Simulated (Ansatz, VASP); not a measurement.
One calculation of CuW2, two programs

```
Cu W
1.0
     4.64140    0.00000    0.00000
    -2.32070    4.01957    0.00000
     0.00000    0.00000    2.59509
Cu W
1 2
Cartesian
  0.0000 0.0000 1.2975
  2.3207 1.3399 1.2975
  0.0000 2.6797 1.2975
```

Alike in both runs: functional PBE; k mesh 6 × 6 × 6; occupations gaussian, width 0.1 eV; no spin polarisation.

Ansatz relaxed the structure, and its values are those at the end. VASP's run is a single point on that final structure, the one shown.

|  | VASP | Ansatz |
| --- | --- | --- |
| version | VASP 6.6.1 | Ansatz 0.2.0 |
| potentials or method | VASP PAW PBE potentials, release 64 (Cu, W_sv) | scalar-relativistic, plane waves, PAW |
| plane-wave cutoff (eV) | 520 | 420 |
| valence electrons in the cell | 39 | 47 |

```tsv
	VASP	Ansatz	Ansatz less VASP
gap on the k mesh at the Fermi level (eV)	none	none	-
pressure (GPa)	0.5	0.1	-0.46
```

A gap of «none» marks a metal or a gap that the smearing closes. The two sets of potentials don't hold the same shells in valence.

Caveats: the k mesh is coarse (spacing up to 0.40 Å⁻¹), so the values aren't converged. Spin-orbit coupling is left out, which matters for the levels of W.
